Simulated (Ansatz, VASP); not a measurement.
## CsAs: VASP beside Ansatz

```
CELL_PARAMETERS angstrom
4.33789 0.00000 0.00000
0.00000 4.29494 0.00000
0.00000 0.00000 4.29494
ATOMIC_POSITIONS crystal
Cs 0.00000 0.00000 0.00000
As 0.50000 0.50000 0.50000
```

Change from the starting cell: strain = 0.01.

Alike in both runs: task single point; functional PBE; k mesh 6 × 6 × 6; occupations fermi-dirac, width 0.05 eV; no spin polarisation.

|  | VASP | Ansatz |
| --- | --- | --- |
| version | VASP 6.6.1 | Ansatz 0.2.0 |
| potentials or method | VASP PAW PBE potentials, release 64 (Cs_sv, As) | Ansatz PAW |
| plane-wave cutoff (eV) | 520 | 420 |
| valence electrons in the cell | 14 | 24 |

Ansatz gave:

* gap on the k mesh at the Fermi level (eV): none
* pressure (GPa): -0.2
* largest component of the traceless stress (GPa): 0.12

Problem. Which values does VASP return?

Solution. gap on the k mesh at the Fermi level (eV): none; pressure (GPa): -0.1; largest component of the traceless stress (GPa): 0.12.

A gap of «none» marks a metal or a gap that the smearing closes. The two sets of potentials don't hold the same shells in valence.

Spin-orbit coupling is left out, which matters for the levels of Cs.
